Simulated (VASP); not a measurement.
Method: PBEsol GGA, VASP's PBE PAW potentials (set 64) (plane waves; VASP).

Input for VASP

### KPOINTS
```
Automatic mesh
0
Gamma
10 10 10
0 0 0
```

**POSCAR**
```
HgTe
4.6070870
  0.0000000000   0.7071067186   0.7071067186
  0.7071067186   0.0000000000   0.7071067186
  0.7071067186   0.7071067186   0.0000000000
Hg Te
1 1
Direct
  0.0000000000   0.0000000000   0.0000000000
  0.2346517584   0.2346517584   0.2653482416
```

**INCAR**
```
SYSTEM  =  HgTe
ALGO  =  Normal   ! blocked Davidson
PREC  =  Accurate
LCHARG  =  F
EDIFF  =  1E-7
ISMEAR  =  1   ! Methfessel-Paxton
LWAVE  =  F
LREAL  =  F   ! projection in real space or not
GGA  =  PS   ! PBEsol
NELM  =  100   ! most electronic steps
LMAXMIX  =  6   ! l cut-off of mixed one-centre charges
ENCUT  =  480
ISIF  =  2
SIGMA  =  0.1   ! width (eV)
LASPH  =  T   ! aspherical one-centre terms
```

POTCAR, in this order: Hg Te (PBE.64 set). Program: vasp_std.

Output

### OSZICAR
```
       N       E                     dE             d eps       ncg     rms          rms(c)
DAV:   1     0.102272835090E+03    0.10227E+03   -0.78080E+03  4470   0.112E+03
DAV:   2    -0.378452279067E+00   -0.10265E+03   -0.97703E+02  4831   0.258E+02
DAV:   3    -0.455319762978E+01   -0.41747E+01   -0.41513E+01  5471   0.543E+01
DAV:   4    -0.459492090093E+01   -0.41723E-01   -0.41711E-01  6033   0.494E+00
DAV:   5    -0.459509798460E+01   -0.17708E-03   -0.17708E-03  5481   0.279E-01    0.760E+00
DAV:   6    -0.437175033051E+01    0.22335E+00   -0.55322E-01  5161   0.111E+01    0.608E+00
DAV:   7    -0.436188842120E+01    0.98619E-02   -0.11217E-01  4906   0.265E+00    0.228E+00
DAV:   8    -0.435988564473E+01    0.20028E-02   -0.11302E-02  4661   0.144E+00    0.626E-01
DAV:   9    -0.435963716224E+01    0.24848E-03   -0.86229E-04  5406   0.367E-01    0.128E-01
DAV:  10    -0.435964522692E+01   -0.80647E-05   -0.86888E-05  4908   0.985E-02    0.546E-02
DAV:  11    -0.435965228687E+01   -0.70600E-05   -0.23825E-05  4901   0.452E-02    0.279E-02
DAV:  12    -0.435965114188E+01    0.11450E-05   -0.38778E-06  5136   0.184E-02    0.153E-02
DAV:  13    -0.435965112472E+01    0.17159E-07   -0.28825E-07  4861   0.387E-03
   1 F= -.43596511E+01 E0= -.43597047E+01  d E =0.160598E-03
```

**OUTCAR**
```
------------------------ aborting loop because EDIFF is reached ----------------------------------------
  FORCE on cell =-STRESS in cart. coord.  units (eV):
  Direction    XX          YY          ZZ          XY          YZ          ZX
  --------------------------------------------------------------------------------------
  Total        0.0913939      0.0913939      0.0261216      0.4877054      0.0000000      0.0000000
  in kB        2.1176967      2.1176967      0.6052667     11.3006654      0.0000000      0.0000000
  external PRESSURE =       1.6135534 kB  Pullay stress =       0.0000000 kB
  volume of cell :       69.15
      direct lattice vectors                 reciprocal lattice vectors
     0.000000000  3.257702171  3.257702171    -0.153482416  0.153482416  0.153482416
     3.257702171  0.000000000  3.257702171     0.153482416 -0.153482416  0.153482416
     3.257702171  3.257702171  0.000000000     0.153482416  0.153482416 -0.153482416
 POSITION                                       TOTAL-FORCE (eV/Angst)
 -----------------------------------------------------------------------------------
      0.00000      0.00000      0.00000         0.000000      0.000000     -0.343628
      1.62885      1.62885      1.52885         0.000000      0.000000      0.343628
 -----------------------------------------------------------------------------------
    total drift:                                0.000000      0.000000      0.000004
  FREE ENERGIE OF THE ION-ELECTRON SYSTEM (eV)
  ---------------------------------------------------
  free  energy   TOTEN  =        -4.3596511247 eV

  energy  without entropy=       -4.3598117228  energy(sigma->0) =       -4.35970466
```
(Selected blocks of OUTCAR.)

File OUTCAR:
```
 val. band max:        2.6366266733   @ k =   0.0000   0.0000   0.0000

 cond. band min:       2.7294595893   @ k =   0.0000   0.0000   0.0000


 Fermi energy:         2.7106254383

 k-point     1 :       0.0000    0.0000    0.0000
  band No.  band energies     occupation
      1      -9.1634      2.00000
      2      -4.6002      2.00000
      3      -4.5206      2.00000
      4      -4.4319      2.00000
      5      -4.0121      2.00000
      6      -3.9999      2.00000
      7       1.8350      2.00000
      8       2.6366      1.94613
      9       2.7295      0.68741
     10       2.7385      0.54773
     11       6.8787      0.00000
     12       6.9228      0.00000
     13       7.0219      0.00000

 k-point     2 :       0.1000    0.0000    0.0000
  band No.  band energies     occupation
      1      -9.1174      2.00000
      2      -4.5868      2.00000
      3      -4.5092      2.00000
      4      -4.4162      2.00000
      5      -4.0134      2.00000
      6      -3.9991      2.00000
      7       1.1292      2.00000
      8       2.5253      2.02497
      9       2.6174      2.03311
     10       3.1779     -0.00000
     11       6.7714      0.00000
     12       7.0394      0.00000
     13       7.1786      0.00000

 k-point     3 :       0.0000    0.0000    0.1000
  band No.  band energies     occupation
      1      -9.1133      2.00000
      2      -4.5858      2.00000
      3      -4.5015      2.00000
      4      -4.4189      2.00000
      5      -4.0138      2.00000
      6      -4.0033      2.00000
      7       1.0427      2.00000
      8       2.5498      2.04537
      9       2.6319      1.97323
     10       3.2188     -0.00000
     11       6.8401      0.00000
     12       7.0190      0.00000
     13       7.1470      0.00000

 k-point     4 :       0.2000    0.0000    0.0000
  band No.  band energies     occupation
      1      -8.9932      2.00000
      2      -4.5527      2.00000
      3      -4.4787      2.00000
...
```

Unless said otherwise, spin-orbit coupling is left out, though it shifts the bands of the heavy elements here.

The compound is HgTe in the zinc blende structure. This cell was strained or had an atom moved on purpose.
